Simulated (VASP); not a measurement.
Rh (fcc) is relaxed at rising pressure, each step from the one before. Symmetry mostly holds the structure type, and other phases were not tried. The mesh follows the cell, and a change of mesh leaves a small step in the series.

Consider the following.

Rh has the cubic space group Fm-3m (No. 225), the fcc (Cu type) structure, Pearson symbol cF4. Lattice parameters: a = 3.779 Å, b = 3.779 Å, c = 3.779 Å, α = 90.00°, β = 90.00°, γ = 90.00°. Rh on 4a is coordinated by 12 Rh at 2.673 Å (cuboctahedral). (Neighbours: up to the widest gap in distance over summed covalent radii, below 1.35, at either atom.)
(The calculation used a cell of 1 atom; values per cell refer to that cell.)

All values below come from PBEsol GGA, VASP's PBE PAW potentials (set 64) (plane waves; VASP 6.6.1). Run with 500 eV cut-off, 16×16×16 Γ-centred mesh, first-order Methfessel-Paxton smearing of 0.10 eV, potentials Rh_pv.

| P (GPa) | V (Å³/atom) | H − H(0) (eV/atom) | space group | gap on the mesh (eV) | k-mesh |
|---|---|---|---|---|---|
| 0 | 13.50 | 0.000 | Fm-3m | 0.00 | 16×16×16 |
| 5 | 13.29 | 0.414 | Fm-3m | 0.00 | 17×17×17 |
| 10 | (withheld) | (withheld) | Fm-3m | 0.00 | 17×17×17 |
| 20 | (withheld) | (withheld) | Fm-3m | 0.00 | 17×17×17 |
| 30 | 12.43 | 2.416 | Fm-3m | 0.00 | 17×17×17 |
| 45 | 12.05 | 3.562 | Fm-3m | 0.00 | 17×17×17 |

Some entries are withheld; supply them.

- 20, V (Å³/atom): 12.73
- 20, H − H(0) (eV/atom): 1.631
- 10, V (Å³/atom): 13.08
- 10, H − H(0) (eV/atom): 0.825

Pressures at which the relaxation failed are left out.

The compound is Rh in the fcc structure.
